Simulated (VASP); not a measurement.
```xyz
6
Lattice="4.5080 0.0000 0.0000 -2.2540 3.9040 0.0000 0.0000 0.0000 10.2020" Properties=species:S:1:pos:R:3 pbc="T T T"
Hg     0.7917     1.3713     0.0000
Hg     2.9245     0.0000     3.4007
Hg    -1.4622     2.5327     6.8014
Te     1.0307     1.7852     5.1010
Te     2.4466     0.0000     8.5017
Te     3.2847     2.1188     1.7003
```

Calculation: PBEsol GGA, VASP's PBE PAW potentials (set 64) (plane waves; VASP). Run with 400 eV cut-off, Gaussian smearing of 0.050 eV, potentials Hg Te.

Unless said otherwise, spin-orbit coupling is left out, though it shifts the bands of the heavy elements here.

Question: Give the energies of bands 18 to 31 at the high-symmetry points, in eV from the valence-band maximum.

Answer: 
```tsv
band	Γ	M	K	A	L	H
18	-6.65	-6.10	-6.31	-6.64	-6.43	-6.48
19	-4.77	-5.41	-5.03	-5.35	-5.59	-5.35
20	-4.77	-5.36	-5.03	-3.19	-5.03	-4.83
21	-1.73	-4.12	-4.94	-3.19	-4.22	-4.83
22	-1.57	-3.46	-3.81	-1.32	-3.27	-2.97
23	-1.20	-2.49	-2.97	-1.32	-2.66	-2.97
24	-1.20	-2.29	-2.97	-1.25	-2.08	-2.64
25	-0.24	-1.55	-1.58	-0.26	-2.06	-2.64
26	-0.22	-1.16	-1.09	-0.26	-1.21	-2.15
27	-0.22	-0.95	-1.09	0.00	-0.97	-0.99
28	0.38	0.42	0.57	1.33	0.79	1.69
29	2.08	1.26	1.47	1.33	1.25	2.09
30	2.08	1.65	1.47	2.02	2.35	2.09
31	3.24	2.78	4.90	2.73	2.88	3.79
```

The gap is indirect, 0.38 eV, from the valence maximum at A to the conduction minimum at Γ.

The structure comes from a computed database's HgTe entry (P3_121); how it stands against other phases isn't given here. It was relaxed first, which changed the volume by -8 %.
